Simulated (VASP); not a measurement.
Here is the system:

```xyz
8
Lattice="4.3955 0.0000 0.0000 0.0000 4.3955 0.0000 0.0000 0.0000 4.3955" Properties=species:S:1:pos:R:3 pbc="T T T"
Mg     0.0000     2.1977     2.1977
Mg     2.1977     0.0000     2.1977
Mg     2.1977     2.1977     0.0000
Cd     0.0000     0.0000     0.0000
O      2.1977     0.0000     0.0000
O      0.0000     2.1977     0.0000
O      0.0000     0.0000     2.1977
O      2.1977     2.1977     2.1977
```

Method: r2SCAN meta-GGA, VASP's PBE PAW potentials (set 64) (plane waves; VASP). Run with 520 eV cut-off, 6×6×6 Γ-centred mesh, tetrahedra with Blöchl corrections, potentials Mg Cd O.

Q: Give the energies of bands 12 to 25 at the high-symmetry points, in eV from the valence-band maximum.

A: 
```tsv
band	Γ	X	M	R
12	-5.67	-4.41	-4.22	-4.99
13	-3.28	-4.16	-3.91	-4.99
14	-3.28	-4.16	-3.90	-2.54
15	-3.28	-4.02	-3.72	-2.54
16	-3.22	-3.57	-3.13	-2.54
17	-3.22	-2.73	-3.13	-2.26
18	-3.22	-2.73	-2.55	-2.26
19	-2.04	-2.42	-2.55	-2.26
20	-2.04	-2.42	-2.54	0.00
21	-2.04	-2.42	0.00	0.00
22	1.82	5.34	6.93	5.75
23	6.29	5.67	7.11	5.75
24	7.68	9.04	7.11	5.75
25	7.68	9.58	7.31	5.90
```

The gap is indirect, 1.82 eV, from the valence maximum at R to the conduction minimum at Γ.

The structure comes from a computed database's Mg3CdO4 entry (Pm-3m); how it stands against other phases isn't given here. It was relaxed first.
